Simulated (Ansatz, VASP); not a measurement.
# Si (amorphous Si) in two plane-wave programs, part 3 of 3

Aim: how closely do two programs agree when they are given the same cell, functional and k mesh? The structure shown is the start of the Ansatz relaxation below; VASP solves that cell, so the two are compared at the walk's first step.

VASP 6.6.1 and Ansatz 0.2.0.

So far. Step 6 (VASP: single point, RPBE, start cell, pair 2): The run ends at a pressure of -0.20 GPa, with forces up to 0.24 eV/Å.

### 9. VASP: single point, RPBE, start cell, pair 3

Level of this step: RPBE; plane waves and PAW (Si) (VASP).

The same cell, functional, mesh and smearing now go to VASP, with its own data sets.

The input, INCAR:

```
SYSTEM = Si
PREC = Accurate
ENCUT = 400
EDIFF = 1E-06
NELM = 120
ISMEAR = -1
SIGMA = 0.05
LREAL = Auto
ALGO = Normal
GGA = RP
NBANDS = 208
LORBIT = 11
LWAVE = .FALSE.
LCHARG = .FALSE.
ISIF = 2
LASPH = .TRUE.
GGA_COMPAT = .FALSE.
EFERMI = MIDGAP
NCORE = 2
```

The input, POSCAR:

```
Si
1.0
   11.6484900000      0.0390100000      0.0947500000
    0.0394000000     11.7715400000      0.0206300000
    0.0957000000      0.0206300000     11.7034900000
Si
76
Direct
    0.8615177945      0.8853829379      0.2312904731
    0.7926837228      0.1883768411      0.2080411059
    0.7041263099      0.2655608304      0.9438727689
    0.9867290238      0.3745390536      0.3880877144
    0.9021318590      0.8172438148      0.0431207500
    0.7776363437      0.7757306735      0.5438562029
    0.0717120995      0.6807995715      0.3995697338
    0.2216671452      0.8799409632      0.9690992905
    0.0298600700      0.5200123145      0.5181482536
    0.0492860467      0.1795924647      0.0095719443
    0.7082007616      0.6996701090      0.8763167041
    0.2994834649      0.0797977245      0.2750869796
    0.3980722680      0.6296633730      0.8949888193
    0.8490459951      0.6948678865      0.7180608321
    0.5682216100      0.4956799061      0.5292212089
    0.6282420429      0.1079836379      0.5796686599
    0.4998789285      0.5909713871      0.2014736401
    0.2697687522      0.4775895649      0.9360957063
    0.4769214423      0.9395906600      0.7739339238
    0.4620396766      0.9934291851      0.5809230662
    0.2145707296      0.7175889247      0.6593730215
    0.4634321490      0.1424683034      0.8119330800
    0.8127072202      0.9642636679      0.9320384972
    0.0376160733      0.7642463742      0.7598562031
    0.1096183921      0.5577595777      0.0453033307
    0.8142159060      0.3939925679      0.2684519726
    0.6303305247      0.8860105648      0.9016966550
    0.9341209853      0.0720905584      0.4771230469
    0.5064913446      0.8649285361      0.4217602159
    0.6935575853      0.3550818709      0.4306288192
    0.1174924341      0.0037491357      0.5469471284
    0.2640656996      0.8004768172      0.1577278178
    0.1881527561      0.8219397396      0.4829684060
    0.3679476538      0.4459796104      0.4837391582
    0.2145397027      0.5107702746      0.6145461886
    0.5667483181      0.2018816654      0.4136232678
    0.1862892101      0.3837375807      0.7731738645
    0.5927609072      0.6971676801      0.5011713032
    0.8768206623      0.0328913003      0.7520101008
    0.5373338799      0.8885110439      0.0821769944
    0.2906816304      0.1147959530      0.5640018213
    0.6575933417      0.2447661095      0.7354937293
    0.3351718046      0.5294564551      0.3008777540
    0.0717908550      0.7431601459      0.9578310763
    0.1000243207      0.3277761666      0.2262624801
    0.3015987186      0.3495058697      0.2284201734
    0.8698639840      0.2323112396      0.7225184801
    0.4273098503      0.7205636843      0.0720509150
    0.0628826046      0.9629373172      0.7363937147
    0.8022436225      0.6030233941      0.2467509302
    0.8756421098      0.5018839496      0.6783428742
    0.1726504250      0.6314266787      0.2278478505
    0.9335258397      0.0641824618      0.2790470486
    0.5063321965      0.2030938489      0.9946977524
    0.8443100899      0.1405264757      0.0169866047
    0.9770976411      0.3820781219      0.8112227828
    0.7902392237      0.4251389173      0.0549198758
    0.2734135099      0.1926596988      0.7529223762
    0.7881209902      0.9769282891      0.5819180010
    0.9965232070      0.3862569871      0.0187133021
    0.5823483839      0.5448826908      0.8615704854
    0.5791077544      0.4745234976      0.0550981050
    0.6538395866      0.8894263035      0.2509165928
    0.8067228403      0.6361289271      0.0442380581
    0.1090358692      0.1306028420      0.2011600398
    0.8700567680      0.2635061549      0.5179759191
    0.1628713870      0.0628797771      0.8800085040
    0.6193116671      0.0939528252      0.2555119860
    0.3623469290      0.2368204614      0.4083040206
    0.6329525031      0.6861623116      0.3064190444
    0.4003073400      0.3642834366      0.0488107148
    0.8861796070      0.7417874844      0.3659277195
    0.3217439162      0.8859298272      0.3339976393
    0.4574407915      0.0693860351      0.1345005679
    0.6627140429      0.4435020923      0.7001892936
    0.3314522358      0.7991939213      0.8108015242
```

The input, KPOINTS:

```
Automatic mesh
0
Gamma
1 1 1
0 0 0
```

The projector-augmented-wave data sets are Si (PBE family, release 64).

Launch:

```
> mpirun -np 8 vasp_gam
```

Numbers of over 12 decimals in the logs are rounded to 6 here.

The log of the run:

```text
[... set-up lines as in an earlier step ...]
 entering main loop
       N       E                     dE             d eps       ncg     rms          rms(c)
DAV:   1     0.129381086733E+04    0.12938E+04   -0.11193E+05   416   0.104E+03
DAV:   2    -0.212868984879E+03   -0.15067E+04   -0.14060E+04   520   0.192E+02
DAV:   3    -0.373596121298E+03   -0.16073E+03   -0.15543E+03   536   0.557E+01
DAV:   4    -0.378767213938E+03   -0.51711E+01   -0.51155E+01   512   0.117E+01
[...]
DAV:  17    -0.372723462315E+03   -0.49374E-05   -0.39194E-06   456   0.373E-03    0.242E-03
DAV:  18    -0.372723463512E+03   -0.11968E-05   -0.24563E-06   376   0.302E-03    0.121E-03
DAV:  19    -0.372723463637E+03   -0.12534E-06   -0.18878E-07   256   0.955E-04
   1 F= -.37272346E+03 E0= -.37267244E+03  d E =-.102042E+00
```

OUTCAR, selected parts (step 9):

```text
  FREE ENERGIE OF THE ION-ELECTRON SYSTEM (eV)
  ---------------------------------------------------
  free  energy   TOTEN  =      -372.7234636370 eV

  energy  without entropy=     -372.6214220338  energy(sigma->0) =     -372.67244284
```

The run ends at a pressure of -0.95 GPa, with forces up to 0.18 eV/Å.

### 10. Side by side

Forces on 9 of the 76 atoms, those with the largest forces and the largest differences (eV/Å; atoms numbered as in POSCAR):

```tsv
atom	Ansatz x, y, z	VASP x, y, z
Si7	-0.108, 0.087, -0.025	-0.113, 0.087, -0.026
Si32	0.106, -0.066, -0.040	0.115, -0.073, -0.041
Si38	0.090, 0.086, 0.027	0.097, 0.090, 0.011
Si39	0.126, -0.061, -0.023	0.130, -0.059, -0.024
Si43	0.021, 0.076, -0.079	0.025, 0.066, -0.087
Si49	-0.145, 0.091, 0.026	-0.151, 0.091, 0.025
Si50	-0.127, 0.063, 0.048	-0.134, 0.068, 0.046
Si69	0.128, -0.024, -0.011	0.134, -0.027, -0.011
Si74	0.069, -0.001, 0.066	0.081, 0.001, 0.069
```

The forces differ by 4.1 meV/Å r.m.s., which is 7.8 % of the r.m.s. force of 0.053 eV/Å (both taken over all components).

### 11. Outcome

```
r.m.s. force difference (single point, RPBE, start cell, pair 1) : 4.5 meV/Å
r.m.s. force difference (single point, RPBE, start cell, pair 2) : 4.3 meV/Å
r.m.s. force difference (single point, RPBE, start cell, pair 3) : 4.1 meV/Å
```

In words: The r.m.s. force difference is 4.5 meV/Å (single point, RPBE, start cell, pair 1), within the 12 meV/Å picked in this series as the mark of a large difference. 9 further runs of this series are not shown here. Such differences can come from data sets, numerical settings and the points named under the comparisons, not from the functional's error against experiment.

[Lines on the potential files, build, host, timing and source positions are cut from VASP's logs without a mark.]

[Logs are printed without paths, hosts, clocks, repeated set-up lines and the standing remarks that a program may print on its own settings, such as how far it seeks lower states.]

[Hosts, paths, dates, database ids (printed as entryN), source tags and the programs' standing remarks are cut or masked in the printed files.]
